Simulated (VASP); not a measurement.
Consider the following.

```
Bi
1.0
    4.22955    -2.22165     0.05363
    4.22955     2.22165     0.05363
    3.01628     0.00000     3.70537
Bi
2
Cartesian
  2.65476   0.00000   0.88203
  8.82063   0.00000   2.93060
```

Computed with r2SCAN meta-GGA, VASP's PBE PAW potentials (set 64) (plane waves; VASP). Numerical set-up: 520 eV cut-off, 7×7×7 Γ-centred mesh, Gaussian smearing of 0.050 eV, potentials Bi_d.

Problem. The ions and cell shape at fixed volume are relaxed. What does this cell relax into?

Solution. 
```
Bi
1.0
    4.11749    -2.25688    -0.00503
    4.11749     2.25688    -0.00503
    2.88499     0.00000     3.70461
Bi
2
Direct
  0.23514   0.23514   0.23514
  0.76486   0.76486   0.76486
```
Space group R-3m (166), at a tolerance of 0.03 Å.

Problem. How much energy does the relaxation gain?

Solution. The energy (σ→0) changes by -11.7 meV/atom, in 6 ionic steps.

```
step  E(σ→0) (eV)  max force (eV/Å)  pressure (GPa)  volume (Å³)
----  -----------  ----------------  --------------  -----------
1       -116.9748             0.396            3.23        68.92
2       -116.9887             0.193            2.65        68.92
3       -116.9955             0.101            1.77        68.92
4       -116.9957             0.063            1.88        68.92
5       -116.9977             0.032            1.84        68.92
6       -116.9982             0.007            1.80        68.92
```

The compound is Bi in the a7 structure. This cell is one point of a volume scan, at 0.94 of the reference volume. Symmetry was kept, so distortions that lower it aren't found.
